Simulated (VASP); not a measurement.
Write the native input for VASP 6.6.1 that does the following.

```
Task                   : single point
Functional             : PBE
Potentials or basis    : VASP PAW PBE potentials, release 64 (Tl_d, Ga_d, W_sv)
Cutoff                 : 520 eV
k mesh                 : 5 × 5 × 5
Occupations            : fermi-dirac, width 0.05 eV
Spin                   : no spin polarisation
Further INCAR settings : ALGO = Normal; EDIFF = 1e-07; NBANDS = 55
```

The structure of Tl3Ga3W lies in POSCAR:

```
Tl3Ga3W
1.0
    5.6141900000      0.0000000000      0.0000000000
    0.0000000000      5.6141900000      0.0000000000
    0.0000000000      0.0000000000      5.6141900000
Tl Ga W
3 3 1
Direct
    0.5000000000      0.0000000000      0.0000000000
    0.0000000000      0.5000000000      0.0000000000
    0.0000000000      0.0000000000      0.5000000000
    0.0000000000      0.5000000000      0.5000000000
    0.5000000000      0.0000000000      0.5000000000
    0.5000000000      0.5000000000      0.0000000000
    0.5000000000      0.5000000000      0.5000000000
```

The cell was built by a generator and needn't be a form met in nature.

One way to write it, as run:

INCAR

```
SYSTEM = Tl3Ga3W
ALGO = Normal
EDIFF = 1E-7
ENCUT = 520
GGA = PE
ISIF = 2
ISMEAR = -1
LASPH = .True.
LCHARG = .True.
LELF = .True.
LREAL = .False.
LVHAR = .True.
LWAVE = .False.
NBANDS = 55
NELM = 60
PREC = Accurate
SIGMA = 0.05
```

KPOINTS

```
k-points
0
Gamma
  5 5 5
  0 0 0
```

Potentials or basis: VASP PAW PBE potentials, release 64 (Tl_d, Ga_d, W_sv).

Command:

```sh
$ cat potpaw_PBE.64/Tl_d/POTCAR potpaw_PBE.64/Ga_d/POTCAR potpaw_PBE.64/W_sv/POTCAR > POTCAR
$ mpirun -np 1 vasp_std > vasp.out
```

It gave:

```yaml
Pressure: 0.1 GPa
Band_gap_on_the_k_mesh: none (metal or under the smearing width)
```

Wall time 75 s on 1 thread of Intel(R) Xeon(R) 6975P-C (Granite Rapids), with other jobs on the host, peak memory 0.31 GiB.
